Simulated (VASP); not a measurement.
Method: r2SCAN meta-GGA, VASP's PBE PAW potentials (set 64) (plane waves; VASP).

Input for VASP

KPOINTS_OPT:
```
k-points along high-symmetry lines
6
Line-mode
Reciprocal
  0.000000   0.000000   0.000000 ! GAMMA
  0.500000   0.000000   0.000000 ! M

  0.500000   0.000000   0.000000 ! M
  0.333333   0.333333   0.000000 ! K

  0.333333   0.333333   0.000000 ! K
  0.000000   0.000000   0.000000 ! GAMMA

  0.000000   0.000000   0.000000 ! GAMMA
  0.000000   0.000000   0.500000 ! A

  0.000000   0.000000   0.500000 ! A
  0.500000   0.000000   0.500000 ! L

  0.500000   0.000000   0.500000 ! L
  0.333333   0.333333   0.500000 ! H

  0.333333   0.333333   0.500000 ! H
  0.000000   0.000000   0.500000 ! A

  0.500000   0.000000   0.500000 ! L
  0.500000   0.000000   0.000000 ! M

  0.333333   0.333333   0.500000 ! H
  0.333333   0.333333   0.000000 ! K
```

File POSCAR:
```
C
1
    2.4578754357    -0.0000000000     0.0000000000
   -1.2289377178     2.1285828853    -0.0000000000
    0.0000000000     0.0000000000    19.9965022179
C
2
Direct
  0.6666670000   0.3333330000   1.0000000000
  0.3333330000   0.6666670000   0.0000000000
```

INCAR:
```
! general
SYSTEM  = C
PREC    = Accurate
ENCUT   = 520
LREAL   = .FALSE.
LASPH   = .TRUE.

! electronic loop
EDIFF   = 1E-7
NELM    = 100
ALGO    = Normal
LMIXTAU = .TRUE.

! smearing
ISMEAR  = -5

! functional
METAGGA = R2SCAN

! ions
ISIF    = 2

! output
LWAVE   = .FALSE.
LCHARG  = .FALSE.
LORBIT  = 11
NEDOS   = 601
```

**KPOINTS**
```
K-points
0
Gamma
14 14 2
```

POTCAR, in this order: C (PBE.64 set). Program: vasp_std.

Problem. What will the output report for the number of irreducible k-points (NKPTS), number of bands (NBANDS), largest plane-wave count, number of space-group operations, FFT grid (NGX, NGY, NGZ)?

Solution. 
The number of irreducible k-points (NKPTS) is 48, the number of bands (NBANDS) is 8 and the largest plane-wave count is 2856. The number of space-group operations is 24 and the FFT grid (NGX, NGY, NGZ) is 18 × 18 × 150.

The cell is a sheet with vacuum, built from a database entry that may be metastable or hypothetical.
